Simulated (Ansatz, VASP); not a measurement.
MgAsIr3 in VASP and in Ansatz

INCAR

```
ALGO     = Normal         # electronic algorithm
EDIFF    = 1E-6           # SCF threshold, eV
ENCUT    = 520            # plane-wave cutoff, eV
GGA      = PE             # functional
ISIF     = 2              # what is computed and relaxed
ISMEAR   = 0              # smearing method
LASPH    = T              # aspherical terms in the spheres
LCHARG   = F              # write CHGCAR
LREAL    = F              # projectors in reciprocal space
LWAVE    = F              # write WAVECAR
NBANDS   = 25             # bands
NELM     = 100            # most SCF steps
PREC     = Accurate       # precision mode
SIGMA    = 0.1            # smearing width, eV
```

KPOINTS

```
k-points
0
Gamma
  4 4 4
```

The input POSCAR:

```
MgAsIr3
1.0
    4.4168430300      0.0000000000      0.0000000000
    0.0000000000      4.4168430300      0.0000000000
    0.0000000000      0.0000000000      4.4168430300
Mg As Ir
1 1 3
Direct
    0.0000000000      0.0000000000      0.0000000000
    0.5000000000      0.5000000000      0.5000000000
    0.5000000000      0.5000000000      0.0000000000
    0.0000000000      0.5000000000      0.5000000000
    0.5000000000      0.0000000000      0.5000000000
```

Input for Ansatz:

```yaml
crystal:
  lattice:
    - [4.41684303, 0.0, 0.0]
    - [0.0, 4.41684303, 0.0]
    - [0.0, 0.0, 4.41684303]
  atoms:
    - { symbol: Mg, position: [0.0, 0.0, 0.0] }
    - { symbol: As, position: [0.5, 0.5, 0.5] }
    - { symbol: Ir, position: [0.5, 0.5, 0.0] }
    - { symbol: Ir, position: [0.0, 0.5, 0.5] }
    - { symbol: Ir, position: [0.5, 0.0, 0.5] }
basis:
  ecutwfc: 420
kpoints:
  mp_grid: { grid: [4, 4, 4] }
hamiltonian:
  xc: pbe
scf:
  occupations: { method: gaussian, width: 0.1 }
  lower_state_search: "off"
output:
  forces: true
  stress: true
  eigenvalues: true
```

Change from the starting cell: species swapped into the Ce3InC type (Pm-3m, No. 221).

Alike in both runs: task single point; functional PBE; k mesh 4 × 4 × 4; occupations gaussian, width 0.1 eV; no spin polarisation.

```csv
,VASP,Ansatz
version,VASP 6.6.1,Ansatz 0.2.0
potentials or method,"VASP PAW PBE potentials, release 64 (Mg, As, Ir)","scalar-relativistic, plane waves, PAW"
plane-wave cutoff (eV),520,420
valence electrons in the cell,34,76
```

Ansatz gave:

```
gap on the k mesh at the Fermi level (eV) : none
pressure (GPa)                            : 17.6
```

Problem. Which values does VASP return?

Solution. gap on the k mesh at the Fermi level (eV): none; pressure (GPa): 18.9.

A gap of «none» marks a metal or a gap that the smearing closes. The two sets of potentials don't hold the same shells in valence.

Caveats: so large a pressure means that the cell lies far from this level's equilibrium, or that cutoff or potentials fall short (VASP). The runs have no spin-orbit coupling, so splittings on Ir are missing.
